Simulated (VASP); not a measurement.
```
CELL_PARAMETERS angstrom
      0.00000     2.53980     2.53980
      2.53980     0.00000     2.53980
      2.53980     2.53980     0.00000
ATOMIC_POSITIONS crystal
  Gd 0.00000 0.00000 0.00000
  N  0.50000 0.50000 0.50000
```

Level of theory: PBE GGA, VASP's PBE PAW potentials (set 64) (plane waves; VASP). Settings: 520 eV cut-off, 9×9×9 Γ-centred mesh, Gaussian smearing of 0.050 eV, potentials Gd_3 N.

The 4f electrons are frozen in the core of the lanthanide potential, so 4f levels, which can set the real gap, and their magnetism are missing.

### Question
Give the stress tensor in GPa (positive for a compressed cell).

### Answer

```
-8.06   0.00   0.00
 0.00  -8.06   0.00
 0.00   0.00  -8.06
```
The pressure is its mean diagonal, -8.06 GPa.

The compound is GdN in the rock salt structure. The cell was not relaxed at this level. The run is one of a series of settings (KPOINTS 9×9×9 Γ-centred mesh against the base run), some of them coarse on purpose.
